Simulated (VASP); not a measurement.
A VASP calculation is set up with these files.

### POSCAR
```
SnO
1
    3.8016300555     0.0000000000     0.0000000000
    0.0000000000     3.8016300555     0.0000000000
    0.0000000000     0.0000000000     4.7405183160
Sn O
2 2
Direct
  0.5000000000   1.0000000000   0.7577726866
  1.0000000000   0.5000000000   0.2422273134
  0.5000000000   0.5000000000   0.0000000000
  0.0000000000   0.0000000000   0.0000000000
```

### INCAR
```
# general
SYSTEM   = SnO
PREC     = Accurate
ENCUT    = 520
LREAL    = .FALSE.
LASPH    = .TRUE.

# electronic loop
EDIFF    = 1E-7
NELM     = 100
ALGO     = Normal
LMAXMIX  = 4

# smearing
ISMEAR   = 0
SIGMA    = 0.05

# functional
GGA      = MK
LUSE_VDW = .TRUE.
AGGAC    = 0.0
PARAM1   = 0.1234
PARAM2   = 1.0

# ions
IBRION   = 2
NSW      = 30
ISIF     = 4
EDIFFG   = -0.01

# output
LWAVE    = .FALSE.
LCHARG   = .FALSE.
```

KPOINTS:
```
Automatic mesh
0
Gamma
6 6 5
0 0 0
```

POTCAR, in this order: Sn_d O (PBE.64 set). Program: vasp_std.

Task: Translate this optB86b-vdW calculation to Quantum ESPRESSO's pw.x.

Result: One equivalent input (not run):
```
&CONTROL
  calculation = 'vc-relax'
  pseudo_dir = './pseudo'
  outdir = './out'
  tprnfor = .true.
  tstress = .true.
  nstep = 30
  forc_conv_thr = 0.00039
/
&SYSTEM
  ibrav = 0
  nat = 4
  ntyp = 2
  ecutwfc = 84
  occupations = 'smearing'
  smearing = 'gaussian'
  degauss = 0.003675
  input_dft = 'vdw-df-ob86'
/
&ELECTRONS
  conv_thr = 7.3e-09
  electron_maxstep = 100
/
&IONS
/
&CELL
  cell_dofree = 'shape'
/
ATOMIC_SPECIES
  Sn 118.710 Sn.upf
  O 15.999 O.upf
CELL_PARAMETERS angstrom
     3.8016301    0.0000000    0.0000000
     0.0000000    3.8016301    0.0000000
     0.0000000    0.0000000    4.7405183
ATOMIC_POSITIONS crystal
  Sn   0.5000000  1.0000000  0.7577727
  Sn   1.0000000  0.5000000  0.2422273
  O    0.5000000  0.5000000  0.0000000
  O    0.0000000  0.0000000  0.0000000
K_POINTS automatic
  6 6 5 0 0 0
```
Limits of the translation: the potentials are each code's own (VASP's PAW set, PseudoDojo norm-conserving files in pw.x), so ENCUT and ecutwfc are chosen apart and not converted; conv_thr bounds pw.x's estimated SCF error, while EDIFF bounds the energy change between steps; forc_conv_thr acts on force components and is met together with etot_conv_thr.

The compound is SnO in the litharge structure. This cell is one point of a volume scan, at 0.97 of the reference volume. Symmetry was kept, so distortions that lower it aren't found.
